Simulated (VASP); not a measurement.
Input:

```
CELL_PARAMETERS angstrom
      2.16317    -3.74673     0.00000
      2.16317     3.74673     0.00000
      0.00000     0.00000     5.97419
ATOMIC_POSITIONS crystal
  Te 0.00000 0.28194 0.66667
  Te 0.71806 0.71806 0.00000
  Te 0.28194 0.00000 0.33333
```

Level of theory: PBE GGA with D3 dispersion (Becke-Johnson damping), VASP's PBE PAW potentials (set 64) (plane waves; VASP). Settings: 520 eV cut-off, Gaussian smearing of 0.050 eV, potentials Te.

Unless said otherwise, spin-orbit coupling is left out, though it shifts the bands of the heavy elements here.

Q: What does the run give for the band gap (along the path) with the smallest direct gap where there is one?

A: 
- band gap (along the path) = 0.02 eV
- smallest direct gap (along the path) = 0.02 eV

Only differences to runs with the same potentials and settings are physical.

The compound is Te in the trig structure. It was relaxed first, which changed the volume by -5 %.
